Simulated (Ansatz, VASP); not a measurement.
# InCl3: VASP beside Ansatz, part 2 of 2

Wanted: the spread between two codes on one cell, functional and k mesh. The cell is generated by rule, not measured, and may not be a known phase. The cell is taken from a series of runs on this material, whose earlier steps may have relaxed, scaled, displaced or heated it; both programs get it as it stands.

VASP 6.6.1 and Ansatz 0.2.0.

So far. Step 2 (Ansatz: single point, PBEsol, pair 1): The run ends at a pressure of -0.10 GPa, with forces up to 0.12 eV/Å.

## Step 5: VASP: single point, PBEsol, pair 2

Level of this step: PBEsol; plane waves and PAW (In_d, Cl); invented cell (VASP).

A single point gives forces, pressure and levels at one fixed geometry, so differences don't come from the geometry; what else differs is listed under the comparison.

INCAR reads:

```
SYSTEM = InCl3
PREC = Accurate
ENCUT = 500
EDIFF = 1E-06
NELM = 120
ISMEAR = 1
SIGMA = 0.2
LREAL = .FALSE.
ALGO = Normal
GGA = PS
NBANDS = 42
LORBIT = 11
LWAVE = .FALSE.
LCHARG = .FALSE.
ISIF = 2
LASPH = .TRUE.
GGA_COMPAT = .FALSE.
EFERMI = MIDGAP
KPAR = 2
```

POSCAR reads:

```
InCl3
1.0
    5.0239648185      5.0239648185      0.0000000000
    5.0239648185      0.0000000000      5.0239648185
    5.0239648185      0.0000000000     -5.0239648185
In Cl
2 6
Direct
    0.0000000000      0.0000000000      0.0000000000
    0.0000000000      0.5000000000      0.5000000000
    0.0000000000      0.2654821438      0.2345178562
    0.0000000000      0.7345178562      0.7654821438
    0.5000000000      0.7345178562      0.7654821438
    0.5000000000      0.2654821438      0.2345178562
    0.0309642877      0.2190357123      0.7190357123
    0.9690357123      0.7809642877      0.2809642877
```

KPOINTS reads:

```
Automatic mesh
0
Gamma
8 8 8
0 0 0
```

PAW data sets: In_d and Cl (PBE family, release 64).

The run is started by

```bash
mpirun -np 2 vasp_std
```

Numbers of over 12 decimals in the logs are rounded to 6 here.

The program printed:

```text
[banner, memory and clock lines left out]
running    2 mpi-ranks, on    1 nodes
[...]
[... a notice as in an earlier step ...]

 LDA part: xc-table for (Slater+PW92), standard interpolation
 POSCAR, INCAR and KPOINTS ok, starting setup
[...]
entering main loop
       N       E                     dE             d eps       ncg     rms          rms(c)
DAV:   1     0.708089419887E+03    0.70809E+03   -0.28892E+04  7980   0.153E+03
DAV:   2     0.863202044225E+02   -0.62177E+03   -0.59946E+03  9520   0.376E+02
DAV:   3    -0.203343826775E+02   -0.10665E+03   -0.10460E+03  9480   0.174E+02
DAV:   4    -0.265771187294E+02   -0.62427E+01   -0.62156E+01  9944   0.484E+01
[...]
DAV:  12    -0.251003029633E+02   -0.38075E-05   -0.18543E-05 11162   0.310E-02    0.148E-02
DAV:  13    -0.251003063358E+02   -0.33726E-05   -0.45529E-06  9224   0.308E-02    0.249E-03
DAV:  14    -0.251003064623E+02   -0.12649E-06   -0.42709E-07  6718   0.916E-03
   1 F= -.25100306E+02 E0= -.25106924E+02  d E =0.198523E-01
```

From OUTCAR (step 5):

```text
  Total       -0.3753519     -0.3753519     -0.7080928     -0.0197395      0.0000000      0.0000000
  in kB       -2.3712615     -2.3712615     -4.4733305     -0.1247029      0.0000000      0.0000000
  external PRESSURE =      -3.0719512 kB  Pullay stress =       0.0000000 kB

 POSITION                                       TOTAL-FORCE (eV/Angst)
 -----------------------------------------------------------------------------------
      0.00000      0.00000      0.00000        -0.000000      0.000000      0.000000
      5.02396      0.00000      0.00000        -0.000000      0.000000      0.000000
      2.51198      0.00000      0.15556        -0.000000     -0.000000      0.123748
      7.53595      0.00000     -0.15556        -0.000000      0.000000     -0.123748
     10.04793      2.51198     -0.15556        -0.000000      0.000000     -0.123748
      5.02396      2.51198      0.15556        -0.000000      0.000000      0.123748
      4.86840      0.15556     -2.51198        -0.113617      0.113617      0.000000
     10.20349      4.86840      2.51198         0.113617     -0.113617      0.000000
 -----------------------------------------------------------------------------------
    total drift:                                0.000000      0.000000     -0.000000

  FREE ENERGIE OF THE ION-ELECTRON SYSTEM (eV)
  ---------------------------------------------------
  free  energy   TOTEN  =       -25.1003064623 eV

  energy  without entropy=      -25.1201587490  energy(sigma->0) =      -25.10692389

[... 2 parts as in an earlier step ...]

[... 1 further part left out ...]
[key lines of the parts left out:]
E-fermi :  -0.6078
```

The run ends at a pressure of -0.31 GPa, with forces up to 0.16 eV/Å.

## Step 6: Ansatz: single point, PBEsol, pair 2

The same cell, functional, mesh and smearing now go to Ansatz, which takes its cutoff from its data sets.

The cell is taken from a series of runs on this material, whose earlier steps may have relaxed, scaled, displaced or heated it; both programs get it as it stands.

input.yaml reads:

```yaml
crystal:
  lattice:
    - [5.0239648185, 5.0239648185, 0.0]
    - [5.0239648185, 0.0, 5.0239648185]
    - [5.0239648185, 0.0, -5.0239648185]
  atoms:
    - { symbol: In, position: [0.0, 0.0, 0.0] }
    - { symbol: In, position: [0.0, 0.5, 0.5] }
    - { symbol: Cl, position: [0.0, 0.2654821438, 0.2345178562] }
    - { symbol: Cl, position: [0.0, 0.7345178562, 0.7654821438] }
    - { symbol: Cl, position: [0.5, 0.7345178562, 0.7654821438] }
    - { symbol: Cl, position: [0.5, 0.2654821438, 0.2345178562] }
    - { symbol: Cl, position: [0.0309642877, 0.2190357123, 0.7190357123] }
    - { symbol: Cl, position: [-0.0309642877, 0.7809642877, 0.2809642877] }
kpoints:
  mp_grid: { grid: [8, 8, 8] }
hamiltonian:
  xc: pbesol
scf:
  occupations: { method: methfessel_paxton, width: 0.2 }
output:
  forces: true
  stress: true
  eigenvalues: true
```

The run is started by

```bash
ansatz run input.yaml --threads 4 --pin off --max-ram 7168MiB --backend cpu --events-out ev --progress --plain --runs-dir out
```

The program printed:

```text
[...]
Crystal: 8 atoms, lattice volume = 253.612 Å³
Basis set: ecut = 420 eV, 4957 PW (Γ), exchange–correlation on 96×96×96 points (8 copies of the dense FFT grid, shifted against one another)
Bands: 42, of which v1, the nominal top of the filled ones, is band 34 counted from 1 (33 counted from 0)
Symmetry: 8 space group operations
[...]
k-points: 95 of 512
[...]
k-point 0: bands = [... 30 lower, -0.0508, -0.0446, 0.6000, 0.6172, 0.8351, 5.8927, 5.8968, 5.9178, ... 3 higher]
  k-point 1: bands = [... 30 lower, -0.0330, 0.2732, 0.5576, 0.5800, 0.9451, 5.5566, 6.1158, 6.1394, ... 3 higher]
  k-point 2: bands = [... 30 lower, 0.0219, 0.3561, 0.4497, 0.4965, 1.4701, 4.8426, 6.7061, 6.7343, ... 3 higher]
  k-point 94: bands = [... 30 lower, -0.1641, -0.1641, 0.2899, 0.2899, 4.0897, 4.0897, 7.1501, 7.1501, ... 3 higher]
[key lines of the parts left out:]
SCF converged after 7 iterations
Free energy (F): -17422.820383 eV
Fermi energy:    0.667961 eV
P = ⅓ Tr σ = -0.2670 GPa (-2.670 kbar)
```

The run ends at a pressure of -0.27 GPa, with forces up to 0.16 eV/Å.

## Step 7: Comparison

Both answers:

```
      quantity  Ansatz   VASP  difference
pressure (GPa)   -0.27  -0.31       +0.04
```

Forces (eV/Å; atoms numbered as in POSCAR):

```
atom        Ansatz x, y, z          VASP x, y, z
 In1   0.000, 0.000, 0.000   0.000, 0.000, 0.000
 In2   0.000, 0.000, 0.000   0.000, 0.000, 0.000
 Cl3   0.000, 0.000, 0.124   0.000, 0.000, 0.124
 Cl4  0.000, 0.000, -0.124  0.000, 0.000, -0.124
 Cl5  0.000, 0.000, -0.124  0.000, 0.000, -0.124
 Cl6   0.000, 0.000, 0.124   0.000, 0.000, 0.124
 Cl7  -0.113, 0.113, 0.000  -0.114, 0.114, 0.000
 Cl8  0.113, -0.113, 0.000  0.114, -0.114, 0.000
```

The forces differ by 0.1 meV/Å r.m.s., which is 0.1 % of the r.m.s. force of 0.069 eV/Å (both taken over all components).

## Step 8: Ansatz: single point, PBEsol, pair 3

A single point gives forces, pressure and levels at one fixed geometry, so differences don't come from the geometry; what else differs is listed under the comparison.

The cell is taken from a series of runs on this material, whose earlier steps may have relaxed, scaled, displaced or heated it; both programs get it as it stands.

input.yaml, the sections that differ from step 6:

```yaml
crystal:
  lattice:
    - [5.0239648185, 5.0239648185, 0.0]
    - [5.0239648185, 0.0, 5.0239648185]
    - [5.0239648185, 0.0, -5.0239648185]
  atoms:
    - { symbol: In, position: [0.0, 0.0, 0.0] }
    - { symbol: In, position: [0.0, 0.5, 0.5] }
    - { symbol: Cl, position: [0.0, 0.2816680215, 0.2183319785] }
    - { symbol: Cl, position: [0.0, 0.7183319785, 0.7816680215] }
    - { symbol: Cl, position: [0.5, 0.7183319785, 0.7816680215] }
    - { symbol: Cl, position: [0.5, 0.2816680215, 0.2183319785] }
    - { symbol: Cl, position: [0.063336043, 0.186663957, 0.686663957] }
    - { symbol: Cl, position: [-0.063336043, 0.813336043, 0.313336043] }
# kpoints, hamiltonian, scf, output: as in step 6
```

The program printed:

```text
[...]
Crystal: 8 atoms, lattice volume = 253.612 Å³
Basis set: ecut = 420 eV, 4957 PW (Γ), exchange–correlation on 96×96×96 points (8 copies of the dense FFT grid, shifted against one another)
Bands: 42, of which v1, the nominal top of the filled ones, is band 34 counted from 1 (33 counted from 0)
Symmetry: 8 space group operations
[...]
k-points: 95 of 512
[...]
k-point 0: bands = [... 30 lower, -0.0106, 0.0095, 0.5278, 0.6171, 1.1517, 5.9339, 5.9415, 6.0254, ... 3 higher]
  k-point 1: bands = [... 30 lower, 0.0237, 0.0487, 0.5008, 0.5839, 1.2609, 5.5281, 6.1263, 6.2177, ... 3 higher]
  k-point 2: bands = [... 30 lower, 0.0782, 0.1628, 0.4280, 0.5012, 1.6484, 4.7720, 6.6347, 6.7408, ... 3 higher]
  k-point 94: bands = [... 30 lower, -0.0976, -0.0976, 0.2471, 0.2471, 3.9995, 3.9995, 7.0362, 7.0362, ... 3 higher]
[key lines of the parts left out:]
SCF converged after 7 iterations
Free energy (F): -17423.002948 eV
Fermi energy:    1.006558 eV
P = ⅓ Tr σ = -1.1344 GPa (-11.344 kbar)
```

The run ends at a pressure of -1.13 GPa, with forces up to 0.17 eV/Å.

## Step 9: VASP: single point, PBEsol, pair 3

The same cell, functional, mesh and smearing now go to VASP, with its own data sets.

INCAR is that of step 5.

POSCAR reads:

```
InCl3
1.0
    5.0239648185      5.0239648185      0.0000000000
    5.0239648185      0.0000000000      5.0239648185
    5.0239648185      0.0000000000     -5.0239648185
In Cl
2 6
Direct
    0.0000000000      0.0000000000      0.0000000000
    0.0000000000      0.5000000000      0.5000000000
    0.0000000000      0.2816680215      0.2183319785
    0.0000000000      0.7183319785      0.7816680215
    0.5000000000      0.7183319785      0.7816680215
    0.5000000000      0.2816680215      0.2183319785
    0.0633360430      0.1866639570      0.6866639570
    0.9366639570      0.8133360430      0.3133360430
```

KPOINTS is that of step 5.

The run is started by

```bash
mpirun -np 2 vasp_std
```

The program printed:

```text
[... set-up lines as in an earlier step ...]
 entering main loop
       N       E                     dE             d eps       ncg     rms          rms(c)
DAV:   1     0.705169163859E+03    0.70517E+03   -0.28873E+04  7980   0.153E+03
DAV:   2     0.868841123808E+02   -0.61829E+03   -0.59619E+03  9456   0.375E+02
DAV:   3    -0.205238569228E+02   -0.10741E+03   -0.10526E+03  9622   0.174E+02
DAV:   4    -0.267237464304E+02   -0.61999E+01   -0.61744E+01 10016   0.479E+01
[...]
DAV:  13    -0.252766503740E+02    0.63350E-02   -0.37264E-06  8744   0.260E-02    0.913E-02
DAV:  14    -0.252766539549E+02   -0.35809E-05   -0.38762E-07  6444   0.507E-03    0.916E-02
DAV:  15    -0.252766538991E+02    0.55803E-07   -0.12828E-07  6072   0.266E-03
   1 F= -.25276654E+02 E0= -.25283282E+02  d E =0.198855E-01
```

OUTCAR, selected parts (step 9):

```text
  Total       -1.3228675     -1.3228675     -3.0329001      0.0267576     -0.0000000     -0.0000000
  in kB       -8.3571304     -8.3571304    -19.1601505      0.1690395     -0.0000000     -0.0000000
  external PRESSURE =     -11.9581371 kB  Pullay stress =       0.0000000 kB

 POSITION                                       TOTAL-FORCE (eV/Angst)
 -----------------------------------------------------------------------------------
      0.00000      0.00000      0.00000         0.000000     -0.000000     -0.000000
      5.02396      0.00000      0.00000         0.000000     -0.000000     -0.000000
      2.51198      0.00000      0.31820         0.000000     -0.000000      0.166895
      7.53595      0.00000     -0.31820         0.000000     -0.000000     -0.166895
     10.04793      2.51198     -0.31820         0.000000     -0.000000     -0.166895
      5.02396      2.51198      0.31820         0.000000     -0.000000      0.166895
      4.70577      0.31820     -2.51198        -0.102368      0.102368     -0.000000
     10.36613      4.70577      2.51198         0.102368     -0.102368     -0.000000
 -----------------------------------------------------------------------------------
    total drift:                                0.000000     -0.000000      0.000000

  FREE ENERGIE OF THE ION-ELECTRON SYSTEM (eV)
  ---------------------------------------------------
  free  energy   TOTEN  =       -25.2766538991 eV

  energy  without entropy=      -25.2965393739  energy(sigma->0) =      -25.28328239

[... 2 parts as in an earlier step ...]

[... 1 further part left out ...]
[key lines of the parts left out:]
E-fermi :  -0.6339
```

The run ends at a pressure of -1.20 GPa, with forces up to 0.17 eV/Å.

## Step 10: Differences

The two programs side by side:

```
              quantity  Ansatz   VASP  difference
        pressure (GPa)   -1.13  -1.20       +0.06
gap on the k mesh (eV)   0.532  0.542      -0.010
```

Forces (eV/Å; atoms numbered as in POSCAR):

```
atom        Ansatz x, y, z          VASP x, y, z
 In1   0.000, 0.000, 0.000   0.000, 0.000, 0.000
 In2   0.000, 0.000, 0.000   0.000, 0.000, 0.000
 Cl3   0.000, 0.000, 0.165   0.000, 0.000, 0.167
 Cl4  0.000, 0.000, -0.165  0.000, 0.000, -0.167
 Cl5  0.000, 0.000, -0.165  0.000, 0.000, -0.167
 Cl6   0.000, 0.000, 0.165   0.000, 0.000, 0.167
 Cl7  -0.102, 0.102, 0.000  -0.102, 0.102, 0.000
 Cl8  0.102, -0.102, 0.000  0.102, -0.102, 0.000
```

The forces differ by 0.7 meV/Å r.m.s., which is 0.9 % of the r.m.s. force of 0.080 eV/Å (both taken over all components). A gap on the mesh is an upper bound, since the band edges may lie between its points.

## Step 11: Outcome

| Quantity | Value |
| --- | --- |
| difference in pressure (single point, PBEsol, pair 1) | 0.042 GPa |
| difference in pressure (single point, PBEsol, pair 2) | 0.040 GPa |
| r.m.s. force difference (single point, PBEsol, pair 3) | 0.68 meV/Å |

**Reading.** The r.m.s. force difference is 0.68 meV/Å (single point, PBEsol, pair 3), within the 12 meV/Å picked in this series as the mark of a large difference. 3 further runs of this series are not shown here. How closely two codes agree says nothing of how well the functional describes the real material.

[Lines on the potential files, build, host, timing and source positions are cut from VASP's logs without a mark.]

[Logs are printed without paths, hosts, clocks, repeated set-up lines and the standing remarks that a program may print on its own settings, such as how far it seeks lower states.]

[Hosts, paths, dates, database ids (printed as entryN), source tags and the programs' standing remarks are cut or masked in the printed files.]
